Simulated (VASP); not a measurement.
Here is the system:

```yaml
crystal:
  lattice:
    - [0.00000, 3.07748, 3.07748]
    - [3.07748, 0.00000, 3.07748]
    - [3.07748, 3.07748, 0.00000]
  atoms:
    - { symbol: Ba, position: [0.00000, 0.00000, 0.00000] }
    - { symbol: F, position: [0.25000, 0.25000, 0.25000] }
    - { symbol: F, position: [0.75000, 0.75000, 0.75000] }
```

Computed with AM05 GGA, VASP's PBE PAW potentials (set 64) (plane waves; VASP 6.6.1). Run with 520 eV cut-off, 6×6×6 Γ-centred mesh, Gaussian smearing of 0.050 eV, potentials Ba_sv F.

### Question
Estimate the energy per atom (σ→0), pressure.

### Answer

The energy per atom (σ→0) is -5.709 eV/atom and the pressure is 1.85 GPa.

The compound is BaF2 in the fluorite structure. This cell is one point of a volume scan, at 0.97 of the reference volume.
